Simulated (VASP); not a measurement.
A convergence study with VASP on Sr (space group Fm-3m): a few settings are varied, all else stays as given below, so the limit is that of these other settings.

```xyz
1
Lattice="0.0000 3.0309 3.0309 3.0309 0.0000 3.0309 3.0309 3.0309 0.0000" Properties=species:S:1:pos:R:3 pbc="T T T"
Sr     0.0000     0.0000     0.0000
```

The numbers are results of PBE GGA, VASP's PBE PAW potentials (set 64) (plane waves; VASP), not measurements. The last row used: 300 eV cut-off, 15×15×15 Γ-centred mesh, first-order Methfessel-Paxton smearing of 0.010 eV, potentials Sr_sv.

| setting | E (eV/atom) | pressure (GPa) | irreducible k-points |
|---|---|---|---|
| SIGMA = 1.0 | ___ | ___ | 120 |
| SIGMA = 0.5 | -1.6384 | -0.21 | 120 |
| SIGMA = 0.3 | -1.6389 | -0.23 | 120 |
| SIGMA = 0.2 | -1.6379 | -0.26 | 120 |
| SIGMA = 0.1 | -1.6372 | ___ | 120 |
| SIGMA = 0.05 | -1.6372 | -0.33 | 120 |
| SIGMA = 0.02 | -1.6372 | -0.35 | 120 |
| SIGMA = 0.01 | -1.6372 | -0.35 | 120 |

**Question.** Fill in the missing entries.

**Answer.** 
- SIGMA = 1.0, E (eV/atom): -1.6245
- SIGMA = 1.0, pressure (GPa): -0.20
- SIGMA = 0.1, pressure (GPa): -0.30

Left out are rungs that failed or repeat a setting and relaxations that didn't move; long series are thinned to 24 rows.

The structure is a typed Sr crystal (space group no. 225). The cell was not relaxed at this level.
